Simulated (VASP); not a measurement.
These are PBE GGA, VASP's PBE PAW potentials (set 64) (plane waves; VASP) values and carry that method's errors.

VASP input:

### INCAR
```
ALGO=Normal
EDIFF=1E-6
EDIFFG=-0.02
ENCUT=400
GGA=PE
IBRION=2
ISIF=3
ISMEAR=1
LASPH=.True.
LCHARG=.False.
LMAXMIX=4
LREAL=.False.
LWAVE=.False.
NELM=100
NSW=60
PREC=Accurate
SIGMA=0.1
SYSTEM=MoSe
```

File POSCAR:
```
MoSe
1
    4.1683291538     0.0000000000    -0.0000000000
   -2.0841645769     3.6098786423     0.0000000000
   -0.0000000000    -0.0000000000     5.8834990104
Mo Se
2 2
Direct
  0.3333330000   0.6666670000   0.9787909414
  0.6666670000   0.3333330000   0.4787909414
  0.3333330000   0.6666670000   0.3962090586
  0.6666670000   0.3333330000   0.8962090586
```

File KPOINTS:
```
Automatic mesh
0
Gamma
8 8 5
0 0 0
```

POTCAR, in this order: Mo_sv Se (PBE.64 set). Program: vasp_std.

**Question.** What will the output report for the number of irreducible k-points (NKPTS), number of bands (NBANDS), largest plane-wave count, number of space-group operations, FFT grid (NGX, NGY, NGZ)?

**Answer.** 
```yaml
number of irreducible k-points (NKPTS): 30
number of bands (NBANDS): 24
largest_plane_wave_count: 1651
number_of_space_group_operations: 12
FFT grid (NGX, NGY, NGZ): 28 × 28 × 40
```

The structure was generated: MoSe was put into the wurtzite type (P6_3mc), which need not be its known phase. This run relaxes it. Symmetry was kept, so distortions that lower it aren't found. The start is the result of an earlier pass.
